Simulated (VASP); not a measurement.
Output of a VASP run:

**OSZICAR**
```
       N       E                     dE             d eps       ncg     rms          rms(c)
DAV:   1     0.497752813541E+03    0.49775E+03   -0.27704E+04  1120   0.154E+03
DAV:   2    -0.178890645561E+02   -0.51564E+03   -0.50444E+03  1184   0.423E+02
DAV:   3    -0.493220273198E+02   -0.31433E+02   -0.31175E+02  1268   0.966E+01
DAV:   4    -0.501562656668E+02   -0.83424E+00   -0.83273E+00  1211   0.164E+01
DAV:   5    -0.501856237234E+02   -0.29358E-01   -0.29340E-01  1227   0.301E+00    0.367E+01
DAV:   6    -0.477170478992E+02    0.24686E+01   -0.15305E+01  1151   0.223E+01    0.163E+01
DAV:   7    -0.474668883754E+02    0.25016E+00   -0.36833E+00  1146   0.901E+00    0.630E+00
DAV:   8    -0.473607919979E+02    0.10610E+00   -0.53721E-01  1362   0.436E+00    0.179E+00
DAV:   9    -0.473616368077E+02   -0.84481E-03   -0.50153E-02  1395   0.119E+00    0.906E-01
DAV:  10    -0.473604224202E+02    0.12144E-02   -0.25887E-02  1291   0.988E-01    0.281E-01
DAV:  11    -0.473601242706E+02    0.29815E-03   -0.41529E-03  1208   0.393E-01    0.142E-01
DAV:  12    -0.473601238854E+02    0.38521E-06   -0.19140E-04  1232   0.853E-02    0.600E-02
DAV:  13    -0.473601608510E+02   -0.36966E-04   -0.87612E-05  1262   0.508E-02    0.298E-02
DAV:  14    -0.473601657427E+02   -0.48917E-05   -0.12724E-05  1208   0.167E-02    0.117E-02
DAV:  15    -0.473601661624E+02   -0.41971E-06   -0.17065E-06   868   0.847E-03
   1 F= -.47360166E+02 E0= -.47360166E+02  d E =-.473602E+02
       N       E                     dE             d eps       ncg     rms          rms(c)
DAV:   1    -0.473661638951E+02   -0.59982E-02   -0.20022E-01  1083   0.384E+00    0.112E+00
DAV:   2    -0.473609614951E+02    0.52024E-02   -0.23626E-02  1188   0.108E+00    0.326E-01
DAV:   3    -0.473597566617E+02    0.12048E-02   -0.46844E-03  1230   0.329E-01    0.133E-01
DAV:   4    -0.473596004047E+02    0.15626E-03   -0.65885E-04  1191   0.161E-01    0.678E-02
DAV:   5    -0.473595901325E+02    0.10272E-04   -0.13514E-04  1339   0.722E-02    0.640E-02
DAV:   6    -0.473595931171E+02   -0.29846E-05   -0.40314E-05  1271   0.359E-02    0.144E-02
DAV:   7    -0.473595935878E+02   -0.47070E-06   -0.14747E-05  1181   0.269E-02    0.661E-03
DAV:   8    -0.473595936120E+02   -0.24173E-07   -0.55119E-07   769   0.615E-03
   2 F= -.47359594E+02 E0= -.47359594E+02  d E =0.572550E-03
       N       E                     dE             d eps       ncg     rms          rms(c)
DAV:   1    -0.473632728353E+02   -0.36792E-02   -0.87745E-02  1069   0.255E+00    0.739E-01
DAV:   2    -0.473610018100E+02    0.22710E-02   -0.10483E-02  1203   0.721E-01    0.217E-01
DAV:   3    -0.473604685968E+02    0.53321E-03   -0.21470E-03  1232   0.220E-01    0.906E-02
DAV:   4    -0.473603894616E+02    0.79135E-04   -0.30351E-04  1200   0.109E-01    0.439E-02
DAV:   5    -0.473603753474E+02    0.14114E-04   -0.60660E-05  1312   0.483E-02    0.422E-02
DAV:   6    -0.473603675984E+02    0.77490E-05   -0.16929E-05  1169   0.236E-02    0.996E-03
DAV:   7    -0.473603648358E+02    0.27626E-05   -0.68679E-06  1139   0.185E-02    0.456E-03
DAV:   8    -0.473603648789E+02   -0.43123E-07   -0.28425E-07   650   0.431E-03
   3 F= -.47360365E+02 E0= -.47360365E+02  d E =-.198717E-03
```

OUTCAR:
```
------------------------ aborting loop because EDIFF is reached ----------------------------------------
  FORCE on cell =-STRESS in cart. coord.  units (eV):
  Direction    XX          YY          ZZ          XY          YZ          ZX
  --------------------------------------------------------------------------------------
  Total       -0.0179960     -0.0179960      0.0917962      0.0000000     -0.0000000      0.0000000
  in kB       -0.2354269     -0.2354269      1.2008964      0.0000000     -0.0000000      0.0000000
  external PRESSURE =       0.2433475 kB  Pullay stress =       0.0000000 kB
  volume of cell :      122.47
      direct lattice vectors                 reciprocal lattice vectors
     3.188104155  0.000000000 -0.000000000     0.313666038  0.181095173 -0.000000000
    -1.594052078  2.760979166 -0.000000000    -0.000000000  0.362190346 -0.000000000
     0.000000000  0.000000000 13.913434052     0.000000000  0.000000000  0.071872982
 POSITION                                       TOTAL-FORCE (eV/Angst)
 -----------------------------------------------------------------------------------
      1.59405      0.92033     10.43508        -0.000000      0.000000     -0.000000
     -0.00000      1.84065      3.47836         0.000000     -0.000000     -0.000000
      1.59405      0.92033      5.04911         0.000000     -0.000000     -0.002853
     -0.00000      1.84065     12.00582        -0.000000      0.000000     -0.002853
     -0.00000      1.84065      8.86433        -0.000000      0.000000      0.002853
      1.59405      0.92033      1.90761         0.000000     -0.000000      0.002853
 -----------------------------------------------------------------------------------
    total drift:                               -0.002687      0.001551     -0.000882
  FREE ENERGIE OF THE ION-ELECTRON SYSTEM (eV)
  ---------------------------------------------------
  free  energy   TOTEN  =       -47.3603648789 eV

  energy  without entropy=      -47.3603648789  energy(sigma->0) =      -47.36036488

 reached required accuracy - stopping structural energy minimisation
```
(Selected blocks of OUTCAR.)

**POSCAR**
```
WS2
1
    3.1899158734     0.0000000000     0.0000000000
   -1.5949579367     2.7625481596     0.0000000000
   -0.0000000000    -0.0000000000    13.9187378054
W S
2 4
Direct
  0.6666670000   0.3333330000   0.7500000000
  0.3333330000   0.6666670000   0.2500000000
  0.6666670000   0.3333330000   0.3629407444
  0.3333330000   0.6666670000   0.8629407444
  0.3333330000   0.6666670000   0.6370592556
  0.6666670000   0.3333330000   0.1370592556
```

Problem. Reconstruct the remaining input files.

Solution. One answer among several that fit: the input of the run itself, PBE GGA, plane waves, VASP's PBE PAW potentials (set 64).

File KPOINTS:
```
K-points
0
gamma
  7 7 2
```

INCAR:
```
# general
SYSTEM =WS2
PREC   =Accurate
ENCUT  =480
LREAL  =.FALSE.
LASPH  =.TRUE.

# electronic loop
EDIFF  =1E-6
NELM   =100
ALGO   =Normal
LMAXMIX=6

# smearing
ISMEAR =0
SIGMA  =0.05

# functional
GGA    =PE

# ions
IBRION =2
NSW    =60
ISIF   =3
EDIFFG =-0.02

# output
LWAVE  =.FALSE.
LCHARG =.FALSE.
```

POTCAR, in this order: W_sv S (PBE.64 set). Program: vasp_std.

Without a dispersion term in the relaxation, distances and binding between the weakly bound layers, chains or molecules are unreliable, and so is what depends on them.

The compound is WS2 in the 2H layered structure. This run relaxes it. Symmetry was kept, so distortions that lower it aren't found. The start is the result of an earlier pass.
